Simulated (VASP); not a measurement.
# Sr2CuCN2O2 (P4/mmm) in VASP: reference runs

Reference runs on Sr2CuCN2O2: the cell as given and a disturbed copy.

All numbers are computed with VASP 6.6.1; they aren't measurements. Logs are shortened: lines on timing, memory, paths and dates and some standing lists are left out, and cuts for length are marked.

### 1 The crystal as given

The structure is tetragonal, space group P4/mmm (No. 123). Conventional cell: a = 3.837 Å, b = 3.837 Å, c = 8.178 Å, α = 90.00°, β = 90.00°, γ = 90.00°. Sr (site symmetry 4mm) is surrounded by 4 O at 2.59 Å and 4 N at 2.93 Å. Cu (site symmetry 4/mmm) has 4 O at 1.92 Å as nearest neighbours. Around O (site symmetry mmm) lie 2 Cu at 1.92 Å. N (site symmetry 4mm) has 1 C at 1.25 Å as nearest neighbours. Around C (site symmetry 4/mmm) lie 2 N at 1.25 Å.

The cell comes from a database or a generator and needn't be the stable form of this composition.

### 2 Single point, PBE

File INCAR:

```
SYSTEM = Sr2CuCN2O2
PREC = Accurate ; ENCUT = 520
EDIFF = 1E-7 ; ISMEAR = -1
SIGMA = 0.05 ; LREAL = .FALSE.
LASPH = .TRUE. ; NELM = 80
ALGO = Normal ; ISIF = 2
LWAVE = .FALSE. ; LCHARG = .FALSE.
GGA = PE ; NBANDS = 38
```

File KPOINTS:

```
regular mesh
0
G
  7 7 4
  0 0 0
```

File POSCAR:

```
Sr2CuCN2O2
1.0
    3.8374490000      0.0000000000      0.0000000000
    0.0000000000      3.8374490000      0.0000000000
    0.0000000000      0.0000000000      8.1784480000
Sr Cu O N C
2 1 2 2 1
Direct
    0.5000000000      0.5000000000      0.2876210000
    0.5000000000      0.5000000000      0.7123790000
    0.0000000000      0.0000000000      0.5000000000
    0.5000000000      0.0000000000      0.5000000000
    0.0000000000      0.5000000000      0.5000000000
    0.0000000000      0.0000000000      0.1522330000
    0.0000000000      0.0000000000      0.8477670000
    0.0000000000      0.0000000000      0.0000000000
```

Potentials or basis: VASP PAW PBE potentials, release 64 (Sr_sv, Cu, O, N, C).

Started as:

```bash
$ cat potpaw_PBE.64/Sr_sv/POTCAR potpaw_PBE.64/Cu/POTCAR potpaw_PBE.64/O/POTCAR potpaw_PBE.64/N/POTCAR potpaw_PBE.64/C/POTCAR > POTCAR
$ mpirun -np 1 vasp_std > vasp.out
```

OUTCAR:

```text
SYSTEM = Sr2CuCN2O2
   PREC = Accurate
   ENCUT = 520
   EDIFF = 1E-7
   ISMEAR = -1
   LREAL = .FALSE.
   LASPH = .TRUE.
   NELM = 80
   ISIF = 2
   GGA = PE

 ion  position               nearest neighbor table
   1  0.500  0.500  0.288-   4 2.59   5 2.59   4 2.59   5 2.59   6 2.93   6 2.93   6 2.93   6 2.93
                             3 3.22   3 3.22   3 3.22   3 3.22   2 3.47   8 3.59   8 3.59   8 3.59
   2  0.500  0.500  0.712-   4 2.59   5 2.59   4 2.59   5 2.59   7 2.93   7 2.93   7 2.93   7 2.93
                             3 3.22   3 3.22   3 3.22   3 3.22   1 3.47   8 3.59   8 3.59   8 3.59
   3  0.000  0.000  0.500-   4 1.92   5 1.92   5 1.92   4 1.92   1 3.22   2 3.22   1 3.22   1 3.22
                             2 3.22   2 3.22   1 3.22   2 3.22
   4  0.500  0.000  0.500-   3 1.92   3 1.92   1 2.59   1 2.59   2 2.59   2 2.59
   5  0.000  0.500  0.500-   3 1.92   3 1.92   1 2.59   2 2.59   1 2.59   2 2.59
   6  0.000  0.000  0.152-   8 1.25   1 2.93   1 2.93   1 2.93   1 2.93
   7  0.000  0.000  0.848-   8 1.25   2 2.93   2 2.93   2 2.93   2 2.93
   8  0.000  0.000  0.000-   6 1.25   7 1.25   1 3.59   2 3.59   1 3.59   2 3.59   1 3.59   2 3.59
                             1 3.59   2 3.59

  LATTYP: Found a simple tetragonal cell.
 ALAT       =     3.8374490000
 C/A-ratio  =     2.1312199849

  Lattice vectors:

 A1 = (   3.8374490000,   0.0000000000,   0.0000000000)
 A2 = (   0.0000000000,   3.8374490000,   0.0000000000)
 A3 = (   0.0000000000,   0.0000000000,   8.1784480000)

Analysis of symmetry for initial positions (statically):
=====================================================================
 Subroutine PRICEL returns:
 Original cell was already a primitive cell.

 Routine SETGRP: Setting up the symmetry group for a
 simple tetragonal supercell.

 Subroutine GETGRP returns: Found 16 space group operations
 (whereof 16 operations were pure point group operations)
 out of a pool of 16 trial point group operations.

The static configuration has the point symmetry D_4h.

Analysis of symmetry for dynamics (positions and initial velocities):
=====================================================================
 Subroutine PRICEL returns:
 Original cell was already a primitive cell.

 Routine SETGRP: Setting up the symmetry group for a
 simple tetragonal supercell.

 Subroutine GETGRP returns: Found 16 space group operations
 (whereof 16 operations were pure point group operations)
 out of a pool of 16 trial point group operations.

The dynamic configuration has the point symmetry D_4h.

 Subroutine INISYM returns: Found 16 space group operations
 (whereof 16 operations are pure point group operations),
 and found     1 'primitive' translations

----------------------------------------------------------------------------------------

                                     Primitive cell

  volume of cell :     120.4359

  direct lattice vectors                    reciprocal lattice vectors
     3.837449000  0.000000000  0.000000000     0.260589782  0.000000000  0.000000000
     0.000000000  3.837449000  0.000000000     0.000000000  0.260589782  0.000000000
     0.000000000  0.000000000  8.178448000     0.000000000  0.000000000  0.122272588

  length of vectors
     3.837449000  3.837449000  8.178448000     0.260589782  0.260589782  0.122272588

  position of ions in fractional coordinates (direct lattice)
     0.500000000  0.500000000  0.287621000
     0.500000000  0.500000000  0.712379000
     0.000000000  0.000000000  0.500000000
     0.500000000  0.000000000  0.500000000
     0.000000000  0.500000000  0.500000000
     0.000000000  0.000000000  0.152233000
     0.000000000  0.000000000  0.847767000
     0.000000000  0.000000000  0.000000000

  ion indices of the primitive-cell ions
   primitive index   ion index
                 1           1
                 2           2
                 3           3
                 4           4
                 5           5
                 6           6
                 7           7
                 8           8

----------------------------------------------------------------------------------------

 KPOINTS: regular mesh

Automatic generation of k-mesh.
 Grid dimensions read from file:
 generate k-points for:    7    7    4

 Generating k-lattice:

  Cartesian coordinates                     Fractional coordinates (reciprocal lattice)
     0.037227112  0.000000000  0.000000000     0.142857143  0.000000000  0.000000000
     0.000000000  0.037227112  0.000000000     0.000000000  0.142857143  0.000000000
     0.000000000  0.000000000  0.030568147     0.000000000  0.000000000  0.250000000

  Length of vectors
     0.037227112  0.037227112  0.030568147

  Shift w.r.t. Gamma in fractional coordinates (k-lattice)
     0.000000000  0.000000000  0.000000000

 Subroutine IBZKPT returns following result:
 ===========================================

 Found     30 irreducible k-points:

 Following reciprocal coordinates:
            Coordinates               Weight
  0.000000  0.000000  0.000000      1.000000
  0.142857  0.000000  0.000000      4.000000
  0.285714  0.000000  0.000000      4.000000
  0.428571  0.000000  0.000000      4.000000
  0.142857  0.142857  0.000000      4.000000
  0.285714  0.142857  0.000000      8.000000
[... 16 lines left out ...]
  0.285714  0.000000  0.500000      4.000000
  0.428571  0.000000  0.500000      4.000000
 [... further k-points ...]
   k-points           NKPTS =     30   k-points in BZ     NKDIM =     30   number of bands    NBANDS=     38
   number of dos      NEDOS =    301   number of ions     NIONS =      8
   total plane-waves  NPLWV =  57600
   dimension x,y,z NGX =    30 NGY =   30 NGZ =   64
   dimension x,y,z NGXF=    60 NGYF=   60 NGZF=  128
   ions per type =               2   1   2   2   1
   NGX,Y,Z   is equivalent  to a cutoff of  13.00, 13.00, 13.01 a.u.
   NGXF,Y,Z  is equivalent  to a cutoff of  25.99, 25.99, 26.02 a.u.
 SYSTEM =  Sr2CuCN2O2
   PREC   = accura    normal or accurate (medium, high low for compatibility)
   ISTART =      0    job   : 0-new  1-cont  2-samecut
   ICHARG =      2    charge: 1-file 2-atom 10-const
   ISPIN  =      1    spin polarized calculation?
   LNONCOLLINEAR =      F non collinear calculations
   LSORBIT =      F    spin-orbit coupling
   LASPH  =      T    aspherical Exc in radial PAW
   ENCUT  =  520.0 eV  38.22 Ry    6.18 a.u.   7.14  7.14 15.21*2*pi/ulx,y,z
   NELM   =     80;   NELMIN=  2; NELMDL= -5     # of ELM steps
   EDIFF  = 0.1E-06   stopping-criterion for ELM
   LREAL  =      F    real-space projection
   EDIFFG = 0.1E-05   stopping-criterion for IOM
   NSW    =      0    number of steps for IOM
   IBRION =     -1    ionic relax: 0-MD 1-quasi-New 2-CG
   NFREE  =      0    steps in history (QN), initial steepest desc. (CG)
   ISIF   =      2    stress and relaxation
   ISYM   =      2    0-nonsym 1-usesym 2-fastsym
   POTIM  = 0.5000    time-step for ionic-motion
   TEBEG  =    0.0;   TEEND  =   0.0 temperature during run
   PSTRESS=    0.0 pullay stress
   NELECT =      57.0000    total number of electrons
   NUPDOWN=      -1.0000    fix difference up-down
   EMIN   =  10.00;   EMAX   =-10.00  energy-range for DOS
   EFERMI =   0.00;   METHOD = LEGACY
   ISMEAR =    -1;   SIGMA  =   0.05  broadening in eV -4-tet -1-fermi 0-gaus
   EFERMI_NEDOS =   21; number of points for ismear=-14 and -15
   IALGO  =     38    algorithm
   IMIX   =      4    mixing-type and parameters
     AMIX     =   0.40;   BMIX     =  1.00
     AMIX_MAG =   1.60;   BMIX_MAG =  1.00
  volume/ion in A,a.u.               =      15.05       101.59
  Fermi-wavevector in a.u.,A,eV,Ry     =   1.275796  2.410904 22.145580  1.627654
  Thomas-Fermi vector in A             =   2.408488
   LORBIT       =      0    0 simple, 1 ext, 2 COOP (PROOUT), +10 PAW based schemes
   GGA     = PE    functional components
   LHFCALC =     F    Hartree Fock is set to
   AEXX    =    0.0000 exact exchange contribution
   IVDW    =     0    specifies the selected vdW correction
   LEPSILON=     F    determine dielectric tensor
   LRPA    =     F    only Hartree local field effects (RPA)
 non-spin polarized calculation
  energy-cutoff  :      520.00
  volume of cell :      120.44
 maximum number of plane-waves:      3260
 NGX is ok and might be reduce to    30
   NGX = 15   NGY = 15   NGZ = 31

 number of electron      56.9999987 magnetization

 Free energy of the ion-electron system (eV)
  ---------------------------------------------------
  ext. energy  EPLUGINS =         0.00000000
  ---------------------------------------------------
  free energy    TOTEN  =       -52.77247899 eV

  energy without entropy =      -52.76189620  energy(sigma->0) =      -52.76718759

 E-fermi :   3.2835     XC(G=0):  -9.6893

 val. band max:        3.1985849247   @ k =   0.2857   0.1429   0.5000
 cond. band min:       3.4041190855   @ k =   0.4286   0.1429   0.0000
 fundamental gap:      0.2055341608
 Fermi energy:         3.2835441401

 k-point     1 :       0.0000    0.0000    0.0000
  band No.  band energies     occupation
      1     -31.2052      2.00000
      2     -31.1657      2.00000
      3     -15.8053      2.00000
      4     -15.2731      2.00000
      5     -13.9756      2.00000
      6     -13.4917      2.00000
[... 30 lines left out ...]
     37       9.1219      0.00000
     38      10.0242      0.00000

 k-point     2 :       0.1429    0.0000    0.0000
  band No.  band energies     occupation
      1     -31.2004      2.00000
      2     -31.1616      2.00000
      3     -15.7292      2.00000
      4     -15.2830      2.00000
      5     -14.1366      2.00000
      6     -13.5190      2.00000
[... 30 lines left out ...]
     37       9.0515      0.00000
     38       9.6352      0.00000

 k-point     3 :       0.2857    0.0000    0.0000
  band No.  band energies     occupation
      1     -31.1898      2.00000
      2     -31.1525      2.00000
      3     -15.5336      2.00000
      4     -15.2983      2.00000
      5     -14.4575      2.00000
      6     -13.6426      2.00000
[... 30 lines left out ...]
     37       9.2793      0.00000
     38       9.7949      0.00000

 k-point     4 :       0.4286    0.0000    0.0000
  band No.  band energies     occupation
      1     -31.1813      2.00000
      2     -31.1451      2.00000
      3     -15.4259      2.00000
      4     -15.1400      2.00000
      5     -14.8001      2.00000
      6     -13.7642      2.00000
[... 30 lines left out ...]
     37       9.8149      0.00000
     38       9.8686      0.00000
[... 703 lines left out ...]
      4     -15.2945      2.00000
      5     -14.1535      2.00000
      6     -13.4565      2.00000
[... 30 lines left out ...]
     37       9.2282      0.00000
     38       9.7919      0.00000

 k-point    23 :       0.2857    0.0000    0.5000
  band No.  band energies     occupation
      1     -31.1892      2.00000
      2     -31.1532      2.00000
      3     -15.5301      2.00000
      4     -15.2826      2.00000
      5     -14.5263      2.00000
      6     -13.4364      2.00000
[... 30 lines left out ...]
     37       9.5546      0.00000
     38       9.6479      0.00000

 k-point    24 :       0.4286    0.0000    0.5000
  band No.  band energies     occupation
      1     -31.1806      2.00000
      2     -31.1458      2.00000
      3     -15.2943      2.00000
      4     -15.2764      2.00000
      5     -14.8585      2.00000
      6     -13.3913      2.00000
[... 30 lines left out ...]
     37       9.5100      0.00000
     38       9.7448      0.00000

 [... further k-points ...]

------------------------ aborting loop because EDIFF is reached ----------------------------------------

  FORCE on cell =-STRESS in cart. coord.  units (eV):
  Direction    XX          YY          ZZ          XY          YZ          ZX
  --------------------------------------------------------------------------------------
  -------------------------------------------------------------------------------------
  Total        0.4260666      0.4260666      0.1904395      0.0000000      0.0000000      0.0000000
  in kB        5.6680275      5.6680275      2.5334451      0.0000000      0.0000000      0.0000000
  external PRESSURE =       4.6231667 kB  Pullay stress =       0.0000000 kB

 VOLUME and BASIS-vectors are now :
 -----------------------------------------------------------------------------
  energy-cutoff  :      520.00
  volume of cell :      120.44
      direct lattice vectors                 reciprocal lattice vectors
     3.837449000  0.000000000  0.000000000     0.260589782  0.000000000  0.000000000
     0.000000000  3.837449000  0.000000000     0.000000000  0.260589782  0.000000000
     0.000000000  0.000000000  8.178448000     0.000000000  0.000000000  0.122272588

 POSITION                                       TOTAL-FORCE (eV/Angst)
 -----------------------------------------------------------------------------------
      1.91872      1.91872      2.35229         0.000000     -0.000000      0.012758
      1.91872      1.91872      5.82615        -0.000000      0.000000     -0.012758
      0.00000      0.00000      4.08922        -0.000000     -0.000000      0.000000
      1.91872      0.00000      4.08922        -0.000000     -0.000000      0.000000
      0.00000      1.91872      4.08922        -0.000000     -0.000000      0.000000
      0.00000      0.00000      1.24503        -0.000000     -0.000000      0.027525
      0.00000      0.00000      6.93342        -0.000000     -0.000000     -0.027525
      0.00000      0.00000      0.00000        -0.000000     -0.000000      0.000000
 -----------------------------------------------------------------------------------
    total drift:                                0.000000      0.000000      0.000000

  FREE ENERGIE OF THE ION-ELECTRON SYSTEM (eV)
  ---------------------------------------------------
  free  energy   TOTEN  =       -52.7724789854 eV

  energy  without entropy=      -52.7618962021  energy(sigma->0) =      -52.76718759
```

Run time: 3.4 min. Hardware: 1 thread of Intel Xeon Platinum 8259CL at 2.50GHz (Skylake/Cascade Lake), shared host; peak memory 0.32 GiB.

Results:

```yaml
Free_energy: -52.7725 eV
Pressure: 0.5 GPa
Largest_force: 0.028 eV/Å
Band_gap_on_the_k_mesh: none (metal or under the smearing width)
```

Forces in eV/Å, atoms in the order of the input:
```
Sr   0.000  0.000  0.013
Sr   0.000  0.000 -0.013
Cu   0.000  0.000  0.000
O    0.000  0.000  0.000
O    0.000  0.000  0.000
N    0.000  0.000  0.028
N    0.000  0.000 -0.028
C    0.000  0.000  0.000
```

Stress tensor (GPa, compression positive):
```
0.57 0.00 0.00
0.00 0.57 0.00
0.00 0.00 0.25
```

Caveat: the standard files for N, O and F lose accuracy on very short bonds; an odd number of electrons without spin polarisation forces a metal; a magnetic or distorted state may lie lower; the run has no spin polarisation, though such a crystal can be magnetic; semilocal functionals often make such compounds metallic where correlation or magnetic order opens a gap, which also shifts bond lengths. With open d or f shells a metallic result of PBE can be an artefact of self-interaction; +U or a hybrid may open a gap.

### 3 Single point, PBE (atoms moved at random, drawn with an rms of 0.05 Å)

File INCAR:

```
ALGO = Normal
EDIFF = 1E-7
ENCUT = 520
GGA = PE
ISIF = 2
ISMEAR = -1
LASPH = True
LCHARG = False
LREAL = False
LWAVE = False
NBANDS = 38
NELM = 100
PREC = Accurate
SIGMA = 0.05
```

File KPOINTS:

```
k-points
0
Gamma
  7 7 4
```

File POSCAR:

```
Sr2CuCN2O2
1.0
    3.8374490000      0.0000000000      0.0000000000
    0.0000000000      3.8374490000      0.0000000000
    0.0000000000      0.0000000000      8.1784480000
Sr Cu O N C
2 1 2 2 1
Direct
    0.4931280000      0.4944980000      0.2830760000
    0.4910480000      0.5055420000      0.7077310000
   -0.0018010000     -0.0017880000      0.5016440000
    0.4985390000     -0.0047430000      0.5015030000
    0.0034250000      0.5055490000      0.5023260000
   -0.0040070000      0.0041520000      0.1483920000
   -0.0023380000     -0.0017710000      0.8512120000
    0.0015070000     -0.0014450000      0.0072100000
```

Potentials or basis: VASP PAW PBE potentials, release 64 (Sr_sv, Cu, O, N, C).

Started as:

```bash
$ cat potpaw_PBE.64/Sr_sv/POTCAR potpaw_PBE.64/Cu/POTCAR potpaw_PBE.64/O/POTCAR potpaw_PBE.64/N/POTCAR potpaw_PBE.64/C/POTCAR > POTCAR
$ mpirun -np 1 vasp_std > vasp.out
```

It took 10 min on 1 thread of Intel Xeon Platinum 8259CL at 2.50GHz (Skylake/Cascade Lake), shared host; peak memory 0.56 GiB.

It converged, with:

* Free energy: -52.3515 eV
* Pressure: 4.0 GPa
* Largest force: 10.181 eV/Å
* Band gap on the k mesh: none (metal or under the smearing width)

Forces on the atoms (eV/Å):
```
Sr    0.066   0.044   0.403
Sr    0.125  -0.091   0.563
Cu   -0.015   0.438   0.011
O     0.006   0.175  -0.378
O    -0.168  -0.569  -0.392
N    -0.033   0.084   8.651
N     0.135  -0.067   1.322
C    -0.116  -0.014 -10.180
```

Stress tensor (GPa, compression positive):
```
 0.55  0.00 -0.14
 0.00  0.59  0.00
-0.14  0.00 10.75
```

Levels at points of the mesh, in eV from the Fermi level:
| k point | band 26 | band 27 | band 28 | band 29 | band 30 | band 31 | band 32 | band 33 |
| --- | --- | --- | --- | --- | --- | --- | --- | --- |
| (0.00, 0.00, 0.00) | -1.84 | -1.81 | -1.12 | -1.12 | 1.75 | 3.17 | 3.41 | 5.08 |
| (0.00, 0.00, 0.50) | -1.91 | -1.86 | -1.05 | -1.05 | 2.03 | 3.41 | 3.60 | 4.75 |

Caveat: the standard files for N, O and F lose accuracy on very short bonds; an odd number of electrons without spin polarisation forces a metal; a magnetic or distorted state may lie lower; the run has no spin polarisation, though such a crystal can be magnetic; semilocal functionals often make such compounds metallic where correlation or magnetic order opens a gap, which also shifts bond lengths.
